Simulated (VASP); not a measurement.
## NaLaMnMoO6: electric field gradients with PBE

Crystal: NaLaMnMoO6.

```xyz
10
Lattice="5.1093 -0.0067 0.0106 -0.2394 5.6893 0.0070 -0.9290 -2.8254 5.1188" Properties=species:S:1:pos:R:3 pbc="T T T"
Na    1.9223    1.9516    0.3919
La   -0.6075    1.8350    3.5165
Mn    1.8742   -0.9083    2.0852
Mo    4.0976    4.6175    1.5746
O     2.6717    1.1441    5.1017
O     2.9598    3.6581    2.8448
O     3.1703    0.4987    1.9182
O     0.4613    3.2483    1.8839
O     0.7994   -0.1395    0.5996
O     0.3708   -0.2245    3.2390
```

The cell was built by a generator and needn't be a form met in nature.

```json
{"Program": "VASP 6.6.1", "Task": "electric field gradients", "Functional": "PBE", "Potentials or basis": "VASP PAW PBE potentials, release 64 (Na_pv, La, Mn_pv, Mo_sv, O)", "Cutoff": "520 eV", "k mesh": "6 × 6 × 5", "Occupations": "fermi-dirac, width 0.05 eV", "Spin": "collinear spin, ferromagnetic start", "Starting moments": "[0.0, 0.0, 4.0, 1.0, 0.0, 0.0, 0.0, 0.0, 0.0, 0.0] μB", "Further INCAR settings": "ALGO = Normal; EDIFF = 1e-08"}
```

* Pressure: 0.2 GPa
* Largest force: 0.114 eV/Å
* Band gap on the k mesh: 0.84 eV, indirect (least direct gap 1.09 eV)
* Net moment: 3.00 μB per cell
* Site moments: Na +0.00; La +0.02; Mn +3.03; Mo -0.31; O +0.02, +0.00, -0.00, +0.01, +0.07 μB
* Valence electrons inside the program's atomic spheres: Na 6.02; La 8.57; Mn 11.68; Mo 12.44; O 5.00, 5.01, 5.02

Forces on the atoms (eV/Å):
```
Na   0.001  0.001 -0.001
La  -0.001 -0.006 -0.007
Mn  -0.030  0.011 -0.002
Mo   0.055  0.035  0.043
O   -0.022 -0.030 -0.082
O    0.035 -0.088  0.063
O    0.026  0.092  0.005
O   -0.016 -0.073  0.006
O   -0.006  0.019 -0.060
O   -0.041  0.039  0.034
```

Stress tensor (GPa, compression positive):
```
 0.33  0.00  0.04
 0.00  0.19 -0.02
 0.04 -0.02  0.19
```

Levels at points of the mesh, in eV from the valence-band top:
Spin up:
```tsv
k point	band 39	band 40	band 41	band 42	band 43	band 44	band 45	band 46
(0.00, 0.00, 0.00)	-1.68	-1.48	-1.19	-0.59	0.94	1.50	1.93	1.95
(0.50, 0.00, 0.00)	-1.60	-1.37	-1.26	-0.42	1.21	1.27	1.48	1.58
(0.00, 0.50, 0.00)	-1.71	-1.40	-1.21	-0.58	0.96	1.38	1.70	1.86
(0.50, 0.50, 0.00)	-1.58	-1.29	-1.18	-0.44	1.11	1.33	1.44	1.70
```
Spin down:
```
           k point  band 36  band 37  band 38  band 39  band 40  band 41  band 42  band 43
(0.00, 0.00, 0.00)    -2.84    -2.40    -2.01    -0.41     1.02     1.19     1.48     1.69
(0.50, 0.00, 0.00)    -2.57    -2.48    -2.12     0.00     1.12     1.28     1.35     1.48
(0.00, 0.50, 0.00)    -2.75    -2.63    -2.04    -0.47     0.92     1.13     1.48     1.61
(0.50, 0.50, 0.00)    -2.50    -2.42    -2.02    -0.04     1.17     1.24     1.32     1.45
```

Electric field gradients, principal values (V/Å²):
```csv
atom,Vxx,Vyy,Vzz
1 Na,1.791,7.296,-9.086
2 La,-18.376,-111.916,130.292
3 Mn,14.717,30.576,-45.293
4 Mo,29.254,49.956,-79.209
5 O,4.111,23.018,-27.128
6 O,-4.687,-23.015,27.703
7 O,8.497,21.397,-29.894
8 O,19.095,28.877,-47.972
9 O,12.606,24.022,-36.628
10 O,15.992,20.145,-36.137
```

Run time: 21 min on 4 MPI ranks on Intel(R) Xeon(R) Platinum 8375C CPU @ 2.90GHz (Ice Lake), with other jobs on the host, peak memory 1.1 GiB a rank.

Caveat: spin-orbit coupling is left out, which moves the levels of the heavy elements; an odd mesh through Γ misses points on the zone boundary, where band edges often lie; a cell with one magnetic atom can't hold antiferromagnetic order, which such compounds often take.
